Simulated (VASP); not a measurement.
Set up this calculation in VASP 6.6.1, as the native input.

* Task: single point
* Functional: r2SCAN
* Potentials or basis: VASP PAW PBE potentials, release 64 (Mg, Cd, S)
* Cutoff: 520 eV
* k mesh: 4 × 4 × 4
* Occupations: gaussian, width 0.03 eV
* Spin: no spin polarisation
* Further INCAR settings: ALGO = Normal; EDIFF = 1e-06

The structure of MgCd2S3 lies in POSCAR:

```
MgCd2S3
1.0
    6.2173100000     -3.5892600000      0.0000000000
    6.2173100000      3.5892600000      0.0000000000
    0.0000000000      0.0000000000      6.7363900000
Mg Cd S
2 4 6
Direct
    0.8362340000      0.1637660000      0.0001360000
    0.1637660000      0.8362340000      0.5001360000
    0.1664250000      0.5033270000      0.9984420000
    0.8335750000      0.4966730000      0.4984420000
    0.4966730000      0.8335750000      0.9984420000
    0.5033270000      0.1664250000      0.4984420000
    0.1667050000      0.5105060000      0.3808160000
    0.8332950000      0.4894940000      0.8808160000
    0.8443040000      0.1556960000      0.3664400000
    0.1556960000      0.8443040000      0.8664400000
    0.4894940000      0.8332950000      0.3808160000
    0.5105060000      0.1667050000      0.8808160000
```

The cell was built by a generator and needn't be a form met in nature.

These files were run (other wordings do the same):

INCAR

```
PREC     = Accurate       # precision mode
ENCUT    = 520            # plane-wave cutoff, eV
EDIFF    = 1E-6           # SCF threshold, eV
ISMEAR   = 0              # smearing method
SIGMA    = 0.03           # smearing width, eV
LREAL    = F              # projectors in reciprocal space
LASPH    = T              # aspherical terms in the spheres
NELM     = 150            # most SCF steps
ALGO     = Normal         # electronic algorithm
ISIF     = 2              # what is computed and relaxed
LWAVE    = F              # write WAVECAR
LCHARG   = F              # write CHGCAR
METAGGA  = R2SCAN         # meta-GGA
LMIXTAU  = T            
KPAR     = 4
```

KPOINTS

```
regular mesh
0
Gamma
  4 4 4
```

Potentials or basis: VASP PAW PBE potentials, release 64 (Mg, Cd, S).

The run is started by

```console
$ cat potpaw_PBE.64/Mg/POTCAR potpaw_PBE.64/Cd/POTCAR potpaw_PBE.64/S/POTCAR > POTCAR
$ mpirun -np 4 vasp_std > vasp.out
```

It gave:

* Pressure: -1.3 GPa
* Largest force: 0.016 eV/Å
* Band gap on the k mesh: 2.31 eV, direct

Caveat: the PAW data sets were made with another functional, which shifts forces and pressure a little.

It took 8 min on 4 MPI ranks on Intel(R) Xeon(R) Platinum 8488C (Sapphire Rapids) (shared host), peak memory 0.55 GiB a rank.
